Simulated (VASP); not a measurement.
Output of a VASP run:

**OSZICAR**
```
...
DAV:  79    -0.553341108888E+02   -0.46321E-02   -0.32112E-04   264   0.189E-01    0.187E-01
DAV:  80    -0.553430184890E+02   -0.89076E-02   -0.16244E-03   264   0.423E-01    0.162E-01
DAV:  81    -0.553612132436E+02   -0.18195E-01   -0.50284E-03   264   0.759E-01    0.103E-01
DAV:  82    -0.553598061936E+02    0.14070E-02   -0.17629E-03   264   0.443E-01    0.114E-01
DAV:  83    -0.553603823498E+02   -0.57616E-03   -0.23919E-04   330   0.165E-01    0.115E-01
DAV:  84    -0.553599386613E+02    0.44369E-03   -0.57682E-05   264   0.831E-02    0.115E-01
DAV:  85    -0.553609337556E+02   -0.99509E-03   -0.15948E-04   276   0.128E-01    0.109E-01
DAV:  86    -0.553490241307E+02    0.11910E-01   -0.49586E-03   264   0.878E-01    0.849E-02
DAV:  87    -0.553553871132E+02   -0.63630E-02   -0.16281E-03   270   0.452E-01    0.723E-02
DAV:  88    -0.553414989235E+02    0.13888E-01   -0.70387E-03   264   0.103E+00    0.579E-02
DAV:  89    -0.553431630546E+02   -0.16641E-02   -0.13502E-04   312   0.117E-01    0.615E-02
DAV:  90    -0.553475141515E+02   -0.43511E-02   -0.39860E-04   264   0.227E-01    0.660E-02
DAV:  91    -0.553290465354E+02    0.18468E-01   -0.23046E-02   264   0.181E+00    0.367E-02
DAV:  92    -0.553293410683E+02   -0.29453E-03   -0.11043E-04   324   0.771E-02    0.395E-02
DAV:  93    -0.553259865518E+02    0.33545E-02   -0.69494E-04   264   0.303E-01    0.345E-02
DAV:  94    -0.553323628780E+02   -0.63763E-02   -0.54946E-04   264   0.263E-01    0.348E-02
DAV:  95    -0.553502525955E+02   -0.17890E-01   -0.76634E-03   264   0.104E+00    0.526E-02
DAV:  96    -0.553547604329E+02   -0.45078E-02   -0.23906E-03   282   0.564E-01    0.752E-02
DAV:  97    -0.553425127400E+02    0.12248E-01   -0.43387E-03   264   0.788E-01    0.606E-02
DAV:  98    -0.553292657696E+02    0.13247E-01   -0.41621E-03   264   0.756E-01    0.511E-02
DAV:  99    -0.553165397773E+02    0.12726E-01   -0.70340E-03   264   0.998E-01    0.313E-02
DAV: 100    -0.553001198919E+02    0.16420E-01   -0.50988E-03   270   0.766E-01
   1 F= -.55300120E+02 E0= -.55301082E+02  d E =-.553001E+02
       N       E                     dE             d eps       ncg     rms          rms(c)
DAV:   1    -0.552447181182E+02    0.71822E-01   -0.11296E-01   294   0.260E+00    0.941E-02
DAV:   2    -0.552456475460E+02   -0.92943E-03   -0.97340E-03   276   0.522E-01    0.375E-02
DAV:   3    -0.552467172874E+02   -0.10697E-02   -0.30107E-03   264   0.335E-01    0.248E-02
DAV:   4    -0.552473946802E+02   -0.67739E-03   -0.33021E-03   264   0.350E-01    0.128E-02
DAV:   5    -0.552469693724E+02    0.42531E-03   -0.10217E-03   276   0.264E-01    0.108E-02
DAV:   6    -0.552468014397E+02    0.16793E-03   -0.52022E-04   264   0.187E-01    0.845E-03
DAV:   7    -0.552463794356E+02    0.42200E-03   -0.27318E-04   264   0.122E-01    0.594E-03
DAV:   8    -0.552464378991E+02   -0.58464E-04   -0.43397E-04   264   0.167E-01    0.396E-03
DAV:   9    -0.552465328531E+02   -0.94954E-04   -0.34822E-04   264   0.148E-01    0.259E-03
DAV:  10    -0.552466729680E+02   -0.14011E-03   -0.24647E-04   264   0.139E-01    0.273E-03
DAV:  11    -0.552465438260E+02    0.12914E-03   -0.13055E-04   264   0.947E-02    0.188E-03
DAV:  12    -0.552466230112E+02   -0.79185E-04   -0.15637E-04   264   0.970E-02    0.129E-03
DAV:  13    -0.552466835835E+02   -0.60572E-04   -0.23303E-04   264   0.119E-01    0.812E-04
DAV:  14    -0.552466697750E+02    0.13809E-04   -0.72917E-05   280   0.687E-02    0.121E-03
DAV:  15    -0.552466702041E+02   -0.42913E-06   -0.47212E-06   186   0.200E-02
   2 F= -.55246670E+02 E0= -.55247603E+02  d E =0.534497E-01
```

File OUTCAR:
```
------------------------ aborting loop because EDIFF is reached ----------------------------------------
  FORCE on cell =-STRESS in cart. coord.  units (eV):
  Direction    XX          YY          ZZ          XY          YZ          ZX
  --------------------------------------------------------------------------------------
  Total       -0.5713288     -0.5713288      0.1923945      0.0000000      0.0000000      0.0000000
  in kB       -1.0326894     -1.0326894      0.3477573      0.0000000      0.0000000      0.0000000
  external PRESSURE =      -0.5725405 kB  Pullay stress =       0.0000000 kB
  volume of cell :      886.39
      direct lattice vectors                 reciprocal lattice vectors
     5.753161394  0.000000000  0.000000000     0.173817477  0.000000000  0.000000000
     0.000000000  5.753161394  0.000000000     0.000000000  0.173817477  0.000000000
     0.000000000  0.000000000 26.780202593     0.000000000  0.000000000  0.037341017
 POSITION                                       TOTAL-FORCE (eV/Angst)
 -----------------------------------------------------------------------------------
      2.87658      0.00000      9.07370         0.000000      0.000000     -0.023703
      0.00000      2.87658     11.95125        -0.000000     -0.000000      0.000146
      2.87658      0.00000     14.82895         0.000000      0.000000     -0.000146
      0.00000      2.87658     17.70650         0.000000      0.000000      0.023703
 -----------------------------------------------------------------------------------
    total drift:                                0.000000      0.000000     -0.000000
  FREE ENERGIE OF THE ION-ELECTRON SYSTEM (eV)
  ---------------------------------------------------
  free  energy   TOTEN  =       -55.2466702041 eV

  energy  without entropy=      -55.2494672508  energy(sigma->0) =      -55.24760255

 reached required accuracy - stopping structural energy minimisation
```
(Selected blocks of OUTCAR.)

POSCAR:
```
Rb(100) slab
1
    5.7531613936    -0.0000000000     0.0000000000
   -0.0000000000     5.7531613936     0.0000000000
   -0.0000000000     0.0000000000    26.7802025932
Rb
4
Direct
  0.5000000000   0.0000000000   0.3388780000
  0.0000000000   0.5000000000   0.4462930000
  0.5000000000   0.0000000000   0.5537070000
  0.0000000000   0.5000000000   0.6611220000
```

Task: Write an INCAR and KPOINTS that could have produced this output.

Result: One answer among several that fit: the input of the run itself, r2SCAN meta-GGA, plane waves, VASP's PBE PAW potentials (set 64).

**INCAR**
```
# general
SYSTEM   =  Rb(100) slab
PREC     =  Normal
ENCUT    =  400
LREAL    =  .FALSE.
LASPH    =  .TRUE.

# electronic loop
EDIFF    =  1E-5
NELM     =  100
NELMIN   =  4
ALGO     =  Normal
LMAXMIX  =  4
LMIXTAU  =  .TRUE.

# smearing
ISMEAR   =  1
SIGMA    =  0.1

# functional
METAGGA  =  R2SCAN

# ions
IBRION   =  2
NSW      =  50
ISIF     =  2
EDIFFG   =  -0.03

# output
LWAVE    =  .TRUE.
LCHARG   =  .FALSE.

# other
LDIPOL   =  .TRUE.
IDIPOL   =  3
DIPOL    =  0.5 0.5 0.5
```

KPOINTS:
```
Automatic mesh
0
Gamma
5 5 1
0 0 0
```

POTCAR, in this order: Rb_sv (PBE.64 set). Program: vasp_std.

The cell is a thin slab with vacuum, built from Rb (bcc): (100) face.
